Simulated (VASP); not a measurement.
Input of a VASP 6.6.1 run:

File POSCAR:

```
Ga3BiO4
1.0
   -2.1721300000      2.1721300000      6.3933100000
    2.1721300000     -2.1721300000      6.3933100000
    2.1721300000      2.1721300000     -6.3933100000
Ga Bi O
3 1 4
Direct
    0.2500000000      0.7500000000      0.5000000000
    0.7500000000      0.2500000000      0.5000000000
    0.0000000000      0.0000000000      0.0000000000
    0.5000000000      0.5000000000      0.0000000000
    0.0906710000      0.0906710000      0.5125020000
    0.4218310000      0.9093290000      0.0000000000
    0.5781690000      0.5781690000      0.4874980000
    0.9093290000      0.4218310000      0.0000000000
```

The input INCAR.step1:

```
PREC = Accurate ; ENCUT = 520
EDIFF = 1E-8 ; ISMEAR = 0
SIGMA = 0.1 ; LREAL = False
LASPH = True ; NELM = 60
ALGO = Normal ; ISIF = 3
LWAVE = False ; LCHARG = False
GGA = PE ; KPAR = 8
IBRION = 2 ; NSW = 40
EDIFFG = -0.002
```

The input INCAR.step2:

```
PREC = Accurate ; ENCUT = 520
EDIFF = 1E-8 ; ISMEAR = 0
SIGMA = 0.1 ; LREAL = False
LASPH = True ; NELM = 60
ALGO = Normal ; ISIF = 2
LWAVE = False ; LCHARG = False
GGA = PE ; KPAR = 8
IBRION = 6 ; NFREE = 2
POTIM = 0.015 ; NSW = 1
```

The input KPOINTS:

```
Automatic mesh
0
Gamma
  7 7 7
```

Potentials or basis: VASP PAW PBE potentials, release 64 (Ga_d, Bi_d, O).

Run with:

```sh
$ cat potpaw_PBE.64/Ga_d/POTCAR potpaw_PBE.64/Bi_d/POTCAR potpaw_PBE.64/O/POTCAR > POTCAR
$ cp INCAR.step1 INCAR
$ mpirun -np 8 vasp_std > vasp.out
$ cp CONTCAR POSCAR
$ cp INCAR.step2 INCAR
$ mpirun -np 8 vasp_std > vasp.out
```

Q: Estimate the highest phonon frequency at Γ, LO-TO splitting left out.

A: 633 cm⁻¹.

Q: Predict the most unstable mode.

A: 75i cm⁻¹.

Q: What does it give for the relaxed volume?

A: 15.10 Å³/atom.

Q: What does it give for the relaxed cell?

A: a = 7.098 Å, b = 7.098 Å, c = 7.098 Å, α = 144.36°, β = 144.36°, γ = 51.30°.

Q: What does it give for the space group after relaxing (to 0.05 Å)?

A: I-42m (No. 121).

Phonon frequencies in cm⁻¹ (negative: imaginary):
```
              q point                                                                             frequencies
(0.000, 0.000, 0.000)  -75 0 0 0 40 40 81 112 112 140 190 190 255 255 260 336 446 457 457 528 555 555 589 633
```

Caveat: some modes are imaginary.
